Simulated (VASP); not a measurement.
# CdSnSe2 (P4/mmm) in VASP: relaxation of cell and atoms with PBE

Aim: the relaxation of cell and atoms of CdSnSe2 with PBE.

Program: VASP 6.6.1. These are calculated values, not measurements. Logs are shortened: lines on timing, memory, paths and dates and some standing lists are left out, and cuts for length are marked.

## (1) The crystal as given

Symmetry: P4/mmm, No. 123, tetragonal system. Conventional cell: a = 5.754 Å, b = 5.754 Å, c = 2.686 Å, α = 90.00°, β = 90.00°, γ = 90.00°. Around Cd (site symmetry 4/mmm) lie 2 Cd at 2.69 Å. Sn (site symmetry 4/mmm) has 2 Sn at 2.69 Å and 4 Se at 2.88 Å as nearest neighbours. Se (site symmetry mmm) is surrounded by 2 Se at 2.69 Å and 2 Sn at 2.88 Å.

The cell was built by a generator and needn't be a form met in nature.

## (2) Relaxation of cell and atoms, PBE

Input file INCAR:

```
SYSTEM = CdSnSe2
PREC = Accurate
ENCUT = 600
EDIFF = 1E-7
ISMEAR = 0
SIGMA = 0.1
LREAL = .FALSE.
LASPH = .TRUE.
NELM = 100
ALGO = Normal
ISIF = 3
LWAVE = .FALSE.
LCHARG = .FALSE.
GGA = PE
IBRION = 2
NSW = 90
EDIFFG = -0.04
```

Input file KPOINTS:

```
regular mesh
0
G
  4 4 6
  0 0 0
```

Input file POSCAR:

```
CdSnSe2
1.0
    5.7539871400      0.0000000000      0.0000000000
    0.0000000000      5.7539871400      0.0000000000
    0.0000000000      0.0000000000      2.6861697100
Cd Sn Se
1 1 2
Direct
    0.5000000000      0.5000000000      0.5000000000
    0.0000000000      0.0000000000      0.0000000000
    0.5000000000      0.0000000000      0.0000000000
    0.0000000000      0.5000000000      0.0000000000
```

Potentials or basis: VASP PAW PBE potentials, release 64 (Cd, Sn_d, Se).

The run is started by

```console
cat potpaw_PBE.64/Cd/POTCAR potpaw_PBE.64/Sn_d/POTCAR potpaw_PBE.64/Se/POTCAR > POTCAR
mpirun -np 1 vasp_std > vasp.out
```

OUTCAR:

```text
SYSTEM = CdSnSe2
   PREC = Accurate
   ENCUT = 600
   EDIFF = 1E-7
   ISMEAR = 0
   LREAL = .FALSE.
   LASPH = .TRUE.
   NELM = 100
   ISIF = 3
   GGA = PE
   IBRION = 2
   NSW = 90
   EDIFFG = -0.04

 ion  position               nearest neighbor table
   1  0.500  0.500  0.500-   3 3.18   4 3.18   3 3.18   4 3.18   3 3.18   3 3.18   4 3.18   4 3.18

   2  0.000  0.000  0.000-   3 2.88   4 2.88   4 2.88   3 2.88
   3  0.500  0.000  0.000-   2 2.88   2 2.88   1 3.18   1 3.18   1 3.18   1 3.18
   4  0.000  0.500  0.000-   2 2.88   2 2.88   1 3.18   1 3.18   1 3.18   1 3.18

  LATTYP: Found a simple tetragonal cell.
 ALAT       =     5.7539871400
 C/A-ratio  =     0.4668362380

  Lattice vectors:

 A1 = (   5.7539871400,   0.0000000000,   0.0000000000)
 A2 = (   0.0000000000,   5.7539871400,   0.0000000000)
 A3 = (   0.0000000000,   0.0000000000,   2.6861697100)

Analysis of symmetry for initial positions (statically):
=====================================================================
 Subroutine PRICEL returns:
 Original cell was already a primitive cell.

 Routine SETGRP: Setting up the symmetry group for a
 simple tetragonal supercell.

 Subroutine GETGRP returns: Found 16 space group operations
 (whereof 16 operations were pure point group operations)
 out of a pool of 16 trial point group operations.

The static configuration has the point symmetry D_4h.

Analysis of symmetry for dynamics (positions and initial velocities):
=====================================================================
 Subroutine PRICEL returns:
 Original cell was already a primitive cell.

 Routine SETGRP: Setting up the symmetry group for a
 simple tetragonal supercell.

 Subroutine GETGRP returns: Found 16 space group operations
 (whereof 16 operations were pure point group operations)
 out of a pool of 16 trial point group operations.

The dynamic configuration has the point symmetry D_4h.

 Subroutine INISYM returns: Found 16 space group operations
 (whereof 16 operations are pure point group operations),
 and found     1 'primitive' translations

----------------------------------------------------------------------------------------

                                     Primitive cell

  volume of cell :      88.9347

  direct lattice vectors                    reciprocal lattice vectors
     5.753987140  0.000000000  0.000000000     0.173792533  0.000000000  0.000000000
     0.000000000  5.753987140  0.000000000     0.000000000  0.173792533  0.000000000
     0.000000000  0.000000000  2.686169710     0.000000000  0.000000000  0.372277297

  length of vectors
     5.753987140  5.753987140  2.686169710     0.173792533  0.173792533  0.372277297

  position of ions in fractional coordinates (direct lattice)
     0.500000000  0.500000000  0.500000000
     0.000000000  0.000000000  0.000000000
     0.500000000  0.000000000  0.000000000
     0.000000000  0.500000000  0.000000000

  ion indices of the primitive-cell ions
   primitive index   ion index
                 1           1
                 2           2
                 3           3
                 4           4

----------------------------------------------------------------------------------------

 KPOINTS: regular mesh

Automatic generation of k-mesh.
 Grid dimensions read from file:
 generate k-points for:    4    4    6

 Generating k-lattice:

  Cartesian coordinates                     Fractional coordinates (reciprocal lattice)
     0.043448133  0.000000000  0.000000000     0.250000000  0.000000000  0.000000000
     0.000000000  0.043448133  0.000000000     0.000000000  0.250000000  0.000000000
     0.000000000  0.000000000  0.062046216     0.000000000  0.000000000  0.166666667

  Length of vectors
     0.043448133  0.043448133  0.062046216

  Shift w.r.t. Gamma in fractional coordinates (k-lattice)
     0.000000000  0.000000000  0.000000000

 Subroutine IBZKPT returns following result:
 ===========================================

 Found     24 irreducible k-points:

 Following reciprocal coordinates:
            Coordinates               Weight
  0.000000  0.000000  0.000000      1.000000
  0.250000  0.000000  0.000000      4.000000
  0.500000  0.000000  0.000000      2.000000
  0.250000  0.250000  0.000000      4.000000
  0.500000  0.250000  0.000000      4.000000
  0.500000  0.500000  0.000000      1.000000
[... 16 lines left out ...]
  0.500000  0.250000  0.500000      4.000000
  0.500000  0.500000  0.500000      1.000000
   k-points           NKPTS =     24   k-points in BZ     NKDIM =     24   number of bands    NBANDS=     23
   number of dos      NEDOS =    301   number of ions     NIONS =      4
   total plane-waves  NPLWV =  55296
   dimension x,y,z NGX =    48 NGY =   48 NGZ =   24
   dimension x,y,z NGXF=    96 NGYF=   96 NGZF=   48
   ions per type =               1   1   2
   NGX,Y,Z   is equivalent  to a cutoff of  13.87, 13.87, 14.85 a.u.
   NGXF,Y,Z  is equivalent  to a cutoff of  27.74, 27.74, 29.71 a.u.
 SYSTEM =  CdSnSe2
   PREC   = accura    normal or accurate (medium, high low for compatibility)
   ISTART =      0    job   : 0-new  1-cont  2-samecut
   ICHARG =      2    charge: 1-file 2-atom 10-const
   ISPIN  =      1    spin polarized calculation?
   LNONCOLLINEAR =      F non collinear calculations
   LSORBIT =      F    spin-orbit coupling
   LASPH  =      T    aspherical Exc in radial PAW
   ENCUT  =  600.0 eV  44.10 Ry    6.64 a.u.  11.49 11.49  5.36*2*pi/ulx,y,z
   NELM   =    100;   NELMIN=  2; NELMDL= -5     # of ELM steps
   EDIFF  = 0.1E-06   stopping-criterion for ELM
   LREAL  =      F    real-space projection
   EDIFFG = -.4E-01   stopping-criterion for IOM
   NSW    =     90    number of steps for IOM
   IBRION =      2    ionic relax: 0-MD 1-quasi-New 2-CG
   NFREE  =      1    steps in history (QN), initial steepest desc. (CG)
   ISIF   =      3    stress and relaxation
   ISYM   =      2    0-nonsym 1-usesym 2-fastsym
   POTIM  = 0.5000    time-step for ionic-motion
   TEBEG  =    0.0;   TEEND  =   0.0 temperature during run
   PSTRESS=    0.0 pullay stress
   NELECT =      38.0000    total number of electrons
   NUPDOWN=      -1.0000    fix difference up-down
   EMIN   =  10.00;   EMAX   =-10.00  energy-range for DOS
   EFERMI =   0.00;   METHOD = LEGACY
   ISMEAR =     0;   SIGMA  =   0.10  broadening in eV -4-tet -1-fermi 0-gaus
   EFERMI_NEDOS =   21; number of points for ismear=-14 and -15
   IALGO  =     38    algorithm
   IMIX   =      4    mixing-type and parameters
     AMIX     =   0.40;   BMIX     =  1.00
     AMIX_MAG =   1.60;   BMIX_MAG =  1.00
  volume/ion in A,a.u.               =      22.23       150.04
  Fermi-wavevector in a.u.,A,eV,Ry     =   1.233045  2.330117 20.686300  1.520400
  Thomas-Fermi vector in A             =   2.367791
   LORBIT       =      0    0 simple, 1 ext, 2 COOP (PROOUT), +10 PAW based schemes
   GGA     = PE    functional components
   LHFCALC =     F    Hartree Fock is set to
   AEXX    =    0.0000 exact exchange contribution
   IVDW    =     0    specifies the selected vdW correction
   LEPSILON=     F    determine dielectric tensor
   LRPA    =     F    only Hartree local field effects (RPA)
 conjugate gradient relaxation of ions
 non-spin polarized calculation
 Gauss-broadening in eV      SIGMA  =   0.10
  energy-cutoff  :      600.00
  volume of cell :       88.93
 maximum number of plane-waves:      3007
 NGX is ok and might be reduce to    48
   NGX = 23   NGY = 23   NGZ = 11

--------------------------------------- Ionic step        1  -------------------------------------------

 number of electron      38.0000003 magnetization

 Free energy of the ion-electron system (eV)
  ---------------------------------------------------
  ext. energy  EPLUGINS =         0.00000000
  ---------------------------------------------------
  free energy    TOTEN  =       -11.16255102 eV

  energy without entropy =      -11.13874781  energy(sigma->0) =      -11.15064942

 E-fermi :   6.0863     XC(G=0): -10.4926

 val. band max:        6.0848524256   @ k =   0.5000   0.2500   0.1667
 cond. band min:       6.0926549788   @ k =   0.2500   0.2500   0.1667
 fundamental gap:      0.0078025532
 Fermi energy:         6.0863465931

 k-point     1 :       0.0000    0.0000    0.0000
  band No.  band energies     occupation
      1     -16.5035      2.00000
      2     -15.9983      2.00000
      3     -15.9570      2.00000
      4     -15.7500      2.00000
      5     -15.7500      2.00000
      6      -9.3812      2.00000
[... 15 lines left out ...]
     22      10.0402      0.00000
     23      10.0402      0.00000
[... 884 lines left out ...]
 POSITION                                       TOTAL-FORCE (eV/Angst)
 -----------------------------------------------------------------------------------
      2.82016      2.82016      1.58750         0.000000      0.000000      0.000000
      0.00000      0.00000      0.00000        -0.000000     -0.000000      0.000000
      2.82016      0.00000      0.00000        -0.000000     -0.000000      0.000000
      0.00000      2.82016      0.00000         0.000000      0.000000      0.000000
 -----------------------------------------------------------------------------------
    total drift:                                0.000000     -0.000000      0.000000

  FREE ENERGIE OF THE ION-ELECTRON SYSTEM (eV)
  ---------------------------------------------------
  free  energy   TOTEN  =       -11.9808086056 eV

  energy  without entropy=      -11.9724394632  energy(sigma->0) =      -11.97662403

--------------------------------------- Ionic step        9  -------------------------------------------

 number of electron      38.0000003 magnetization

 Free energy of the ion-electron system (eV)
  ---------------------------------------------------
  ext. energy  EPLUGINS =         0.00000000
  ---------------------------------------------------
  free energy    TOTEN  =       -11.98352129 eV

  energy without entropy =      -11.97565734  energy(sigma->0) =      -11.97958931

 E-fermi :   4.6940     XC(G=0):  -9.9896

 val. band max:        4.6812473464   @ k =   0.5000   0.0000   0.0000
 cond. band min:       4.7428080707   @ k =   0.5000   0.5000   0.0000
 fundamental gap:      0.0615607244
 Fermi energy:         4.6939868471

 k-point     1 :       0.0000    0.0000    0.0000
  band No.  band energies     occupation
      1     -17.2756      2.00000
      2     -17.2386      2.00000
      3     -17.1892      2.00000
      4     -17.0926      2.00000
      5     -17.0926      2.00000
      6      -9.4322      2.00000
[... 15 lines left out ...]
     22      10.4502      0.00000
     23      10.4502      0.00000
[... 618 lines left out ...]
 POSITION                                       TOTAL-FORCE (eV/Angst)
 -----------------------------------------------------------------------------------
      2.80763      2.80763      1.57486        -0.000000      0.000000      0.000000
      5.61526      5.61526      0.00000         0.000000      0.000000      0.000000
      2.80763      5.61526      0.00000        -0.000000     -0.000000      0.000000
      0.00000      2.80763      0.00000        -0.000000     -0.000000      0.000000
 -----------------------------------------------------------------------------------
    total drift:                                0.000000      0.000000      0.000000

  FREE ENERGIE OF THE ION-ELECTRON SYSTEM (eV)
  ---------------------------------------------------
  free  energy   TOTEN  =       -11.9835212898 eV

  energy  without entropy=      -11.9756573381  energy(sigma->0) =      -11.97958931

 reached required accuracy - stopping structural energy minimisation
```

Run time: 5.6 min. Hardware: 1 thread of Intel Xeon Platinum 8259CL at 2.50GHz (Skylake/Cascade Lake), shared host; peak memory 0.28 GiB.

What came out:

- Free energy: -11.9835 eV
- Relaxed volume: 24.83 Å³/atom
- Relaxed cell: a = 5.615 Å, b = 5.615 Å, c = 3.150 Å, α = 90.00°, β = 90.00°, γ = 90.00°
- Space group after relaxing (to 0.05 Å): P4/mmm (No. 123)
- Energy gained by relaxing: 205.2 meV/atom
- Ionic steps: 9
- Pressure after relaxing: 0.2 GPa
- Band gap on the k mesh: none (metal or under the smearing width)

Stress tensor (GPa, compression positive):
```
0.23 0.00 0.00
0.00 0.23 0.00
0.00 0.00 0.15
```

Step by step:
| step | energy change (eV) | largest force (eV/Å) | pressure (GPa) | volume (Å³) |
| --- | --- | --- | --- | --- |
| 1 | 0.0000 | 0.0000 | 9.97 | 88.93 |
| 2 | -0.5271 | 0.0000 | -3.17 | 107.76 |
| 3 | -0.5447 | 0.0000 | -1.68 | 104.24 |
| 4 | -0.7362 | 0.0000 | -1.44 | 102.70 |
| 5 | -0.7597 | 0.0000 | 0.75 | 99.46 |
| 6 | -0.8180 | 0.0000 | -0.57 | 100.91 |
| 7 | -0.8181 | 0.0000 | -0.70 | 101.08 |
| 8 | -0.8183 | 0.0000 | -0.65 | 101.01 |
| 9 | -0.8210 | 0.0000 | 0.20 | 99.31 |

Final structure:
```
Cd Sn Se
1.0
     5.61526    0.00000    0.00000
     0.00000    5.61526    0.00000
     0.00000    0.00000    3.14972
Cd Sn Se
1 1 2
Cartesian
  2.8076 2.8076 1.5749
  5.6153 5.6153 0.0000
  2.8076 5.6153 0.0000
  0.0000 2.8076 0.0000
```

Caveat: the k mesh is coarse (spacing up to 0.39 Å⁻¹), so the values aren't converged.
